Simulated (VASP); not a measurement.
## Sb (space group R-3m): computed properties

Calculation: SCAN meta-GGA, VASP's PBE PAW potentials (set 64) (plane waves; VASP).

```
Item                                                                                                        Result
----------------------------------  ------------------------------------------------------------------------------
space group                                                                                             R-3m (166)
cell                                a = 4.3456 Å, b = 4.3456 Å, c = 11.0393 Å, α = 90.00°, β = 90.00°, γ = 120.00°
volume per atom                                                                                     30.09 Å^3/atom
band gap (over mesh and band path)                                        none (metal, semimetal or under 0.01 eV)
density                                                                                                 6.72 g/cm³
```

```xyz
2
Lattice="2.1728 1.2545 3.6798 -2.1728 1.2545 3.6798 0.0000 -2.5089 3.6798" Properties=species:S:1:pos:R:3 pbc="T T T"
Sb     0.0000     0.0000     2.6141
Sb     0.0000     0.0000     8.4252
```

Unless said otherwise, spin-orbit coupling is left out, though it shifts the bands of the heavy elements here.

The structure comes from a measured Sb entry (R-3m) of the Crystallography Open Database, whose conditions weren't checked. It was relaxed first. Symmetry was kept, so distortions that lower it aren't found.
